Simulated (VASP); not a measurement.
Calculation: PBEsol GGA, VASP's PBE PAW potentials (set 64) (plane waves; VASP 6.6.1).

The input files of a VASP run:

INCAR:
```
# general
SYSTEM   =  Ir
PREC     =  Accurate
ENCUT    =  520
LREAL    =  F   # projection in real space or not
LASPH    =  T   # aspherical one-centre terms

# electronic loop
EDIFF    =  1E-7   # SCF stop (eV)
NELM     =  100
ALGO     =  Normal   # blocked Davidson
LMAXMIX  =  6   # l cut-off of mixed one-centre charges

# smearing
ISMEAR   =  -5

# functional
GGA      =  PS   # PBEsol

# ions
ISIF     =  2

# output
LWAVE    =  F
LCHARG   =  T
LORBIT   =  11   # lm-projected
NEDOS    =  601   # DOS grid
```

POSCAR:
```
Ir
1
    0.0000000000     1.9165207322     1.9165207322
    1.9165207322     0.0000000000     1.9165207322
    1.9165207322     1.9165207322    -0.0000000000
Ir
1
Direct
  0.0000000000   0.0000000000   0.0000000000
```

KPOINTS:
```
Automatic mesh
0
Gamma
18 18 18
0 0 0
```

POTCAR, in this order: Ir (PBE.64 set). Program: vasp_std.

The run wrote:

OUTCAR:
```
 ion  position               nearest neighbor table
   1  0.000  0.000  0.000-
  LATTYP: Found a face centered cubic cell.
 ALAT       =     3.8330414644
 Subroutine PRICEL returns:
 Original cell was already a primitive cell.
 Subroutine GETGRP returns: Found 48 space group operations
The static configuration has the point symmetry O_h .
The dynamic configuration has the point symmetry O_h .
 Subroutine INISYM returns: Found 48 space group operations
 Subroutine IBZKPT returns following result:
 Found    195 irreducible k-points:

 Following reciprocal coordinates:
            Coordinates               Weight
  0.000000  0.000000  0.000000      1.000000
  0.055556  0.000000  0.000000      8.000000
  0.111111  0.000000  0.000000      8.000000
  0.166667  0.000000  0.000000      8.000000
  0.222222  0.000000  0.000000      8.000000
  0.277778  0.000000  0.000000      8.000000
  0.333333  0.000000  0.000000      8.000000
  0.388889  0.000000  0.000000      8.000000
  0.444444  0.000000  0.000000      8.000000
  0.500000  0.000000  0.000000      4.000000
  0.055556  0.055556  0.000000      6.000000
  0.111111  0.055556  0.000000     24.000000
  0.166667  0.055556  0.000000     24.000000
  0.222222  0.055556  0.000000     24.000000
  0.277778  0.055556  0.000000     24.000000
  0.333333  0.055556  0.000000     24.000000
  0.388889  0.055556  0.000000     24.000000
  0.444444  0.055556  0.000000     24.000000
  0.500000  0.055556  0.000000     24.000000
 -0.444444  0.055556  0.000000     24.000000
 -0.388889  0.055556  0.000000     24.000000
 -0.333333  0.055556  0.000000     24.000000
 -0.277778  0.055556  0.000000     24.000000
 -0.222222  0.055556  0.000000     24.000000
 -0.166667  0.055556  0.000000     24.000000
...
```

**OSZICAR**
```
       N       E                     dE             d eps       ncg     rms          rms(c)
DAV:   1     0.422325257729E+02    0.42233E+02   -0.44875E+03  3176   0.102E+03
DAV:   2    -0.982969169684E+01   -0.52062E+02   -0.50573E+02  3144   0.208E+02
DAV:   3    -0.104487152732E+02   -0.61902E+00   -0.61853E+00  4520   0.303E+01
DAV:   4    -0.104523574237E+02   -0.36422E-02   -0.36373E-02  4080   0.163E+00
DAV:   5    -0.104523802310E+02   -0.22807E-04   -0.22668E-04  4560   0.790E-02    0.160E+01
DAV:   6    -0.992342204907E+01    0.52896E+00   -0.11215E+00  3696   0.147E+01    0.635E+00
DAV:   7    -0.982679577409E+01    0.96626E-01   -0.33647E-01  4128   0.742E+00    0.153E+00
DAV:   8    -0.982141956001E+01    0.53762E-02   -0.16036E-03  3392   0.611E-01    0.753E-01
DAV:   9    -0.981938431369E+01    0.20352E-02   -0.13678E-03  4032   0.642E-01    0.187E-02
DAV:  10    -0.981938769120E+01   -0.33775E-05   -0.49055E-06  4232   0.255E-02    0.591E-03
DAV:  11    -0.981938964337E+01   -0.19522E-05   -0.49832E-07  4320   0.599E-03    0.684E-04
DAV:  12    -0.981938960055E+01    0.42821E-07   -0.55778E-09  2168   0.833E-04
   1 F= -.98193896E+01 E0= -.98193896E+01  d E =0.000000E+00
```

**OUTCAR**
```
------------------------ aborting loop because EDIFF is reached ----------------------------------------
  FORCE on cell =-STRESS in cart. coord.  units (eV):
  Direction    XX          YY          ZZ          XY          YZ          ZX
  --------------------------------------------------------------------------------------
  Total        0.0073038      0.0073038      0.0073038     -0.0000000     -0.0000000      0.0000000
  in kB        0.8311717      0.8311717      0.8311717     -0.0000000     -0.0000000      0.0000000
  external PRESSURE =       0.8311717 kB  Pullay stress =       0.0000000 kB
  volume of cell :       14.08
      direct lattice vectors                 reciprocal lattice vectors
     0.000000000  1.916520732  1.916520732    -0.260889429  0.260889429  0.260889429
     1.916520732  0.000000000  1.916520732     0.260889429 -0.260889429  0.260889429
     1.916520732  1.916520732  0.000000000     0.260889429  0.260889429 -0.260889429
 POSITION                                       TOTAL-FORCE (eV/Angst)
 -----------------------------------------------------------------------------------
      0.00000      0.00000      0.00000         0.000000      0.000000     -0.000000
 -----------------------------------------------------------------------------------
    total drift:                               -0.000000     -0.000000     -0.000000
  FREE ENERGIE OF THE ION-ELECTRON SYSTEM (eV)
  ---------------------------------------------------
  free  energy   TOTEN  =        -9.8193896005 eV

  energy  without entropy=       -9.8193896005  energy(sigma->0) =       -9.81938960

 total charge

# of ion       s       p       d       tot
------------------------------------------
    1        0.674   0.748   6.980   8.402
```
(Selected blocks of OUTCAR.)

File OUTCAR:
```
 val. band max:       10.3407999398   @ k =   0.5000   0.3889   0.0556

 cond. band min:      10.2650967364   @ k =   0.3333   0.0556   0.0000


 Fermi energy:        10.3229569692

 k-point     1 :       0.0000    0.0000    0.0000
  band No.  band energies     occupation
      1      -0.9126      2.00000
      2       6.3954      2.00000
      3       6.3954      2.00000
      4       6.3954      2.00000
      5       9.1322      2.00000
      6       9.1322      2.00000
      7      24.6397      0.00000
      8      30.2429      0.00000

 k-point     2 :       0.0556    0.0000    0.0000
  band No.  band energies     occupation
      1      -0.7742      2.00000
      2       6.3204      2.00000
      3       6.4561      2.00000
      4       6.4561      2.00000
      5       9.0923      2.00000
      6       9.0923      2.00000
      7      24.8807      0.00000
      8      29.4904      0.00000

 k-point     3 :       0.1111    0.0000    0.0000
  band No.  band energies     occupation
      1      -0.3733      2.00000
      2       6.1280      2.00000
      3       6.6150      2.00000
      4       6.6150      2.00000
      5       9.0052      2.00000
      6       9.0052      2.00000
      7      25.5424      0.00000
      8      28.0257      0.00000

 k-point     4 :       0.1667    0.0000    0.0000
  band No.  band energies     occupation
      1       0.2413      2.00000
      2       5.9097      2.00000
      3       6.7940      2.00000
      4       6.7940      2.00000
      5       8.9708      2.00000
      6       8.9708      2.00000
      7      26.2257      0.00000
      8      26.6725      0.00000

 k-point     5 :       0.2222    0.0000    0.0000
  band No.  band energies     occupation
      1       0.9638      2.00000
      2       5.8132      2.00000
      3       6.8700      2.00000
      4       6.8700      2.00000
      5       9.1314      2.00000
      6       9.1314      2.00000
      7      24.8712      0.00000
...
```

For a metal the tetrahedron method with Blöchl corrections gives inexact stress and forces. Unless said otherwise, spin-orbit coupling is left out, though it shifts the bands of the heavy elements here.

The compound is Ir in the fcc structure. It was relaxed first.
